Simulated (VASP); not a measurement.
A snapshot from molecular dynamics of Ag, step 41; the first frame, the perfect lattice, has an electronic free energy F (no ionic kinetic energy) of -3.061 eV/atom. The Γ point alone samples so small a cell crudely.

Input:

```
Ag
1.0
    0.00000     6.13500     6.13500
    6.13500     0.00000     6.13500
    6.13500     6.13500     0.00000
Ag
27
Direct
  0.02654   0.00379   0.00951
  0.98384   0.00086   0.34305
  0.00117   0.96935   0.69485
  0.00058   0.32912   0.96908
  0.97981   0.29079   0.32887
  0.03937   0.33445   0.58183
  0.99624   0.68448   0.02764
  0.98634   0.71218   0.33192
  0.98925   0.64260   0.69748
  0.34391   0.99266   0.01860
  0.33583   0.00938   0.32154
  0.32137   0.98055   0.69441
  0.27777   0.34157   0.01202
  0.33622   0.36343   0.28681
  0.32045   0.35344   0.65276
  0.37183   0.64408   0.97897
  0.29896   0.67576   0.38036
  0.36528   0.66029   0.67111
  0.68005   0.99011   0.01004
  0.62992   0.02394   0.33725
  0.66689   0.00456   0.67446
  0.69048   0.34251   0.95991
  0.65565   0.32102   0.34110
  0.65518   0.31246   0.67211
  0.66570   0.67343   0.00656
  0.69112   0.64763   0.34618
  0.69025   0.69556   0.65158
```

Level of theory: PBE GGA, VASP's PBE PAW potentials (set 64) (plane waves; VASP 6.6.1). Numerical set-up: PREC = Normal, LREAL = Auto, ISYM = 0, EDIFF = 1E-5, 300 eV cut-off, 1×1×1 Γ-centred mesh, Fermi-Dirac smearing of 0.10 eV, potentials Ag.

Problem. Give F per atom of this frame and the forces (eV/Å).

Solution. -2.916 eV/atom.
| atom | Fx | Fy | Fz |
|---|---|---|---|
| Ag1 | -0.64 | -0.97 | -0.96 |
| Ag2 | -0.36 | 0.41 | -0.52 |
| Ag3 | -0.20 | -0.50 | 0.70 |
| Ag4 | 0.85 | 0.59 | -0.35 |
| Ag5 | 1.72 | 0.14 | 1.84 |
| Ag6 | 1.34 | 0.46 | -1.05 |
| Ag7 | -0.94 | 0.15 | -0.19 |
| Ag8 | -1.41 | 0.51 | -0.85 |
| Ag9 | 0.43 | -0.30 | 1.38 |
| Ag10 | -0.54 | -0.50 | -0.08 |
| Ag11 | 0.57 | 0.55 | -0.53 |
| Ag12 | -0.03 | -0.40 | 1.22 |
| Ag13 | -0.59 | 0.61 | 1.32 |
| Ag14 | -0.03 | 0.70 | -0.25 |
| Ag15 | -0.76 | 0.89 | -0.75 |
| Ag16 | 1.27 | -0.31 | 0.29 |
| Ag17 | -1.01 | -0.38 | 1.15 |
| Ag18 | -0.42 | -0.66 | -0.47 |
| Ag19 | 0.49 | -0.35 | -0.01 |
| Ag20 | -0.48 | 0.50 | 0.27 |
| Ag21 | -0.05 | -0.05 | -0.53 |
| Ag22 | -0.12 | 0.13 | -0.50 |
| Ag23 | 0.33 | -1.01 | 0.35 |
| Ag24 | 0.57 | 0.22 | 0.79 |
| Ag25 | 0.08 | 0.53 | -0.36 |
| Ag26 | 0.29 | -0.51 | -0.49 |
| Ag27 | -0.37 | -0.45 | -1.43 |

The cell is a supercell, built from Ag (fcc). Its lattice is the typed one, not relaxed at this level.
